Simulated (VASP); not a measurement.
An input for Quantum ESPRESSO's pw.x (written as the equivalent of a VASP run, and not itself run):

```
&CONTROL
  calculation = 'scf'
  pseudo_dir = './pseudo'
  outdir = './out'
  tprnfor = .true.
  tstress = .true.
/
&SYSTEM
  ibrav = 0
  nat = 2
  ntyp = 2
  ecutwfc = 92
  occupations = 'smearing'
  smearing = 'methfessel-paxton'
  degauss = 0.00735
  input_dft = 'vdw-df-ob86'
/
&ELECTRONS
  conv_thr = 7.3e-09
  electron_maxstep = 100
/
ATOMIC_SPECIES
  Zn 65.380 Zn.upf
  Cu 63.546 Cu.upf
CELL_PARAMETERS angstrom
     2.9095188    0.0000000    0.0000000
     0.0000000    2.9095188    0.0000000
     0.0000000    0.0000000    2.9095188
ATOMIC_POSITIONS crystal
  Zn   0.5000000  0.5000000  0.5000000
  Cu   0.0000000  0.0000000  0.0000000
K_POINTS automatic
  12 12 12 0 0 0
```

Task: Translate this input to VASP (INCAR, KPOINTS, POSCAR, choice of POTCAR).

Result: One answer among several that fit: 
### INCAR
```
AGGAC = 0.0
ALGO = Normal
EDIFF = 1E-7
ENCUT = 520
GGA = MK
ISIF = 2
ISMEAR = 1
LASPH = .TRUE.
LCHARG = .FALSE.
LMAXMIX = 4
LREAL = .FALSE.
LUSE_VDW = .TRUE.
LWAVE = .FALSE.
NELM = 100
PARAM1 = 0.1234
PARAM2 = 1.0
PREC = Accurate
SIGMA = 0.1
SYSTEM = CuZn
```

### POSCAR
```
CuZn
1
    2.9095187764     0.0000000000     0.0000000000
    0.0000000000     2.9095187764     0.0000000000
    0.0000000000     0.0000000000     2.9095187764
Zn Cu
1 1
Direct
  0.5000000000   0.5000000000   0.5000000000
  0.0000000000   0.0000000000   0.0000000000
```

### KPOINTS
```
Automatic mesh
0
Gamma
12 12 12
0 0 0
```

POTCAR, in this order: Zn Cu (PBE.64 set). Program: vasp_std.

What does not carry over: the potentials are each code's own (VASP's PAW set, PseudoDojo norm-conserving files in pw.x), so ENCUT and ecutwfc are chosen apart and not converted; conv_thr bounds pw.x's estimated SCF error, while EDIFF bounds the energy change between steps.

The compound is CuZn in the CsCl type structure. This cell is one point of a volume scan, at 0.97 of the reference volume.
